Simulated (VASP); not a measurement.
Here is the system:

```yaml
crystal:
  lattice:
    - [5.09462, 0.00000, 0.00000]
    - [-2.54731, 4.41207, 0.00000]
    - [0.00000, 0.00000, 8.60100]
  atoms:
    - { symbol: Si, position: [0.66667, 0.33333, 0.93716] }
    - { symbol: Si, position: [0.33333, 0.66667, 0.43716] }
    - { symbol: Si, position: [0.66667, 0.33333, 0.56284] }
    - { symbol: Si, position: [0.33333, 0.66667, 0.06284] }
    - { symbol: O, position: [0.00000, 0.42059, 0.00000] }
    - { symbol: O, position: [0.57941, 0.00000, 0.50000] }
    - { symbol: O, position: [0.57941, 0.57941, 0.00000] }
    - { symbol: O, position: [0.00000, 0.57941, 0.50000] }
    - { symbol: O, position: [0.42059, 0.00000, 0.00000] }
    - { symbol: O, position: [0.42059, 0.42059, 0.50000] }
    - { symbol: O, position: [0.66667, 0.33333, 0.75000] }
    - { symbol: O, position: [0.33333, 0.66667, 0.25000] }
```

All values below come from PBEsol GGA, VASP's PBE PAW potentials (set 64) (plane waves; VASP 6.6.1). Settings: 520 eV cut-off, 5×5×3 Γ-centred mesh, Gaussian smearing of 0.050 eV, potentials Si O.

Estimate the energy per atom (σ→0).

```json
{
 "energy per atom (σ→0)": "-8.223 eV/atom"
}
```

The absolute energy has meaning only against runs of the same code, potentials and settings.

The structure comes from a computed database's SiO2 entry (P6_322); how it stands against other phases isn't given here. It was relaxed first. The start is the result of an earlier pass.
